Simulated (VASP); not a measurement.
Given:

```
CELL_PARAMETERS angstrom
      0.00000     3.27420     3.27420
      3.27420     0.00000     3.27420
      3.27420     3.27420     0.00000
ATOMIC_POSITIONS crystal
  Mg 0.00000 0.00000 0.00000
  Te 0.25000 0.25000 0.25000
```

These are PBE GGA with spin-orbit coupling, VASP's PBE PAW potentials (set 64) (plane waves; VASP) values and carry that method's errors. Numerical set-up: 400 eV cut-off, 6×6×6 Γ-centred mesh, Gaussian smearing of 0.050 eV, potentials Mg Te.

### Question
What does the run give for the energy per atom (σ→0), band gap (on the k-mesh) with the smallest direct gap where there is one?

### Answer

| Property | Value |
|---|---|
| band gap (on the k-mesh) | 1.98 eV |
| smallest direct gap (on the k-mesh) | 1.98 eV |
| energy per atom (σ→0) | -3.245 eV/atom |

The compound is MgTe in the zinc blende structure, whereas wurtzite is the usual form. The cell was not relaxed at this level. The run is one of a series of settings (GGA_COMPAT = .FALSE., LSORBIT = .TRUE., MAGMOM = 0 0 0 0 0 0, program vasp_ncl against the base run), some of them coarse on purpose.
